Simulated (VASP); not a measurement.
Here is a VASP 6.6.1 calculation.

The input INCAR:

```
PREC     = Accurate       # precision mode
ENCUT    = 520            # plane-wave cutoff, eV
EDIFF    = 1E-6           # SCF threshold, eV
ISMEAR   = 0              # smearing method
SIGMA    = 0.01           # smearing width, eV
LREAL    = False          # projectors in reciprocal space
LASPH    = True           # aspherical terms in the spheres
NELM     = 100            # most SCF steps
ALGO     = Normal         # electronic algorithm
ISIF     = 2              # what is computed and relaxed
LWAVE    = False          # write WAVECAR
LCHARG   = True           # write CHGCAR
GGA      = PE             # functional
LELF     = True           # ELF
```

The input KPOINTS:

```
regular mesh
0
Gamma
  1 1 1
```

POSCAR

```
BHSeCl2
1.0
   12.0000000000      0.0000000000      0.0000000000
    0.0000000000     13.0000000000      0.0000000000
    0.0000000000      0.0000000000     13.0000000000
Cl B Se H
2 1 1 1
Direct
    0.5305458300      0.5231000000      0.6193730800
    0.5965708300      0.3684153800      0.4572961500
    0.5261291700      0.4805846200      0.4922346200
    0.4458208300      0.5523846200      0.3858576900
    0.4055958300      0.6348153800      0.4535346200
```

Potentials or basis: VASP PAW PBE potentials, release 64 (Cl, B, Se, H).

The run is started by

```sh
$ cat potpaw_PBE.64/Cl/POTCAR potpaw_PBE.64/B/POTCAR potpaw_PBE.64/Se/POTCAR potpaw_PBE.64/H/POTCAR > POTCAR
$ mpirun -np 1 vasp_gam > vasp.out
```

What does it give for the largest force?

0.420 eV/Å.

Estimate the gap between the frontier levels.

4.32 eV.

Forces on the atoms (eV/Å):
```
Cl   0.010  0.058  0.190
Cl   0.085 -0.158 -0.076
B    0.025  0.000  0.106
Se  -0.032 -0.105 -0.406
H   -0.088  0.205  0.186
```

PBE gaps usually lie below the measured ones, often by a third to a half.
